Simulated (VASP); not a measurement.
Given:

```
CELL_PARAMETERS angstrom
      2.29124    -3.96854     0.00000
      2.29124     3.96854     0.00000
      0.00000     0.00000     7.27166
ATOMIC_POSITIONS crystal
  Mg 0.00000 0.00000 0.00000
  Mg 0.33333 0.66667 0.63252
  Mg 0.66667 0.33333 0.36748
  Sb 0.33333 0.66667 0.22709
  Sb 0.66667 0.33333 0.77291
```

Method: optB88-vdW, VASP's PBE PAW potentials (set 64) (plane waves; VASP 6.6.1). Run with 520 eV cut-off, 6×6×4 Γ-centred mesh, tetrahedra with Blöchl corrections, potentials Mg Sb.

The cores are frozen, which limits the accuracy of field gradients.

Task: Give the principal components of the electric field gradient (V/Å²) and the asymmetry η at each nucleus.

Result: 
```csv
atom,Vxx,Vyy,Vzz,η
Mg1,-0.7,-0.7,1.4,0.00
Mg2,-0.8,-0.8,1.5,0.00
Mg3,-0.8,-0.8,1.5,0.00
Sb4,-20.4,-20.4,40.8,0.00
Sb5,-20.4,-20.4,40.8,0.00
```

The compound is Mg3Sb2 in the a-la2o3 structure. It was relaxed first.
